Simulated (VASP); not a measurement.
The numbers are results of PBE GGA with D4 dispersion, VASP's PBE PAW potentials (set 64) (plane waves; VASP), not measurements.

VASP input:

KPOINTS:
```
Automatic mesh
0
Gamma
16 16 9
0 0 0
```

File POSCAR:
```
Ti
1
    1.4593637572    -2.5276922312     0.0000000000
    1.4593637572     2.5276922312     0.0000000000
    0.0000000000     0.0000000000     4.6266033147
Ti
2
Direct
  0.3333330000   0.6666670000   0.2500000000
  0.6666670000   0.3333330000   0.7500000000
```

INCAR:
```
SYSTEM = Ti
PREC = Accurate
ENCUT = 520
EDIFF = 1E-7
NELM = 100
ALGO = Normal
LREAL = .FALSE.
LASPH = .TRUE.
ISMEAR = -5
GGA = PE
IVDW = 13
LMAXMIX = 4
LWAVE = .FALSE.
LCHARG = .TRUE.
LORBIT = 11
NEDOS = 601
ISIF = 2
```

POTCAR, in this order: Ti_sv (PBE.64 set). Program: vasp_std.

Output

OSZICAR:
```
       N       E                     dE             d eps       ncg     rms          rms(c)
DAV:   1     0.249209518404E+03    0.24921E+03   -0.13728E+04  4800   0.188E+03
DAV:   2     0.111511241170E+02   -0.23806E+03   -0.23678E+03  4944   0.496E+02
DAV:   3    -0.164860282848E+02   -0.27637E+02   -0.27529E+02  9472   0.137E+02
DAV:   4    -0.176283464862E+02   -0.11423E+01   -0.11422E+01  4928   0.296E+01
DAV:   5    -0.176938587167E+02   -0.65512E-01   -0.65504E-01  8008   0.483E+00    0.121E+01
DAV:   6    -0.156610707753E+02    0.20328E+01   -0.76068E+00  5680   0.324E+01    0.310E+00
DAV:   7    -0.156485606481E+02    0.12510E-01   -0.80693E-01  7240   0.777E+00    0.205E+00
DAV:   8    -0.156783850727E+02   -0.29824E-01   -0.22848E-01  5672   0.633E+00    0.715E-01
DAV:   9    -0.156689403503E+02    0.94447E-02   -0.55037E-02  5808   0.272E+00    0.663E-02
DAV:  10    -0.156691631253E+02   -0.22277E-03   -0.24061E-03  7680   0.411E-01    0.882E-02
DAV:  11    -0.156691972399E+02   -0.34115E-04   -0.20344E-04  5568   0.133E-01    0.248E-02
DAV:  12    -0.156691862651E+02    0.10975E-04   -0.33892E-05  6808   0.486E-02    0.650E-03
DAV:  13    -0.156691881837E+02   -0.19186E-05   -0.83012E-07  5936   0.933E-03    0.172E-03
DAV:  14    -0.156691891494E+02   -0.96571E-06   -0.22805E-07  4552   0.432E-03    0.470E-04
DAV:  15    -0.156691893305E+02   -0.18107E-06   -0.43177E-08  3192   0.214E-03    0.226E-04
DAV:  16    -0.156691893615E+02   -0.30979E-07   -0.12133E-08  3064   0.119E-03
   1 F= -.16079611E+02 E0= -.16079611E+02  d E =0.000000E+00
```

**OUTCAR**
```
------------------------ aborting loop because EDIFF is reached ----------------------------------------
  Edisp (eV):   -0.41042
  FORCE on cell =-STRESS in cart. coord.  units (eV):
  Direction    XX          YY          ZZ          XY          YZ          ZX
  --------------------------------------------------------------------------------------
  Total      -0.01049    -0.01049    -0.02581     0.00000    -0.00000     0.00000
  in kB      -0.49225    -0.49225    -1.21137     0.00000    -0.00000     0.00000
  external pressure =       -0.73 kB  Pullay stress =        0.00 kB
  volume of cell :       34.13
      direct lattice vectors                 reciprocal lattice vectors
     1.459363757 -2.527692231  0.000000000     0.342615059 -0.197808892  0.000000000
     1.459363757  2.527692231  0.000000000     0.342615059  0.197808892  0.000000000
     0.000000000  0.000000000  4.626603315     0.000000000  0.000000000  0.216141288
 POSITION                                       TOTAL-FORCE (eV/Angst)
 -----------------------------------------------------------------------------------
      1.45936      0.84257      1.15665         0.000000      0.000000      0.000000
      1.45936     -0.84257      3.46995        -0.000000     -0.000000      0.000000
 -----------------------------------------------------------------------------------
    total drift:                                0.000000      0.001060     -0.000021
  FREE ENERGIE OF THE ION-ELECTRON SYSTEM (eV)
  ---------------------------------------------------
  free  energy   TOTEN  =       -16.0796109720 eV

  energy  without entropy=      -16.0796109720  energy(sigma->0) =      -16.07961097

 total charge

# of ion       s       p       d       tot
------------------------------------------
    1        2.253   6.125   1.892  10.270
    2        2.253   6.125   1.892  10.270
--------------------------------------------------
tot          4.506  12.249   3.784  20.540
```
(Selected blocks of OUTCAR.)

For a metal the tetrahedron method with Blöchl corrections gives inexact stress and forces.

The compound is Ti in the hcp structure. It was relaxed first.
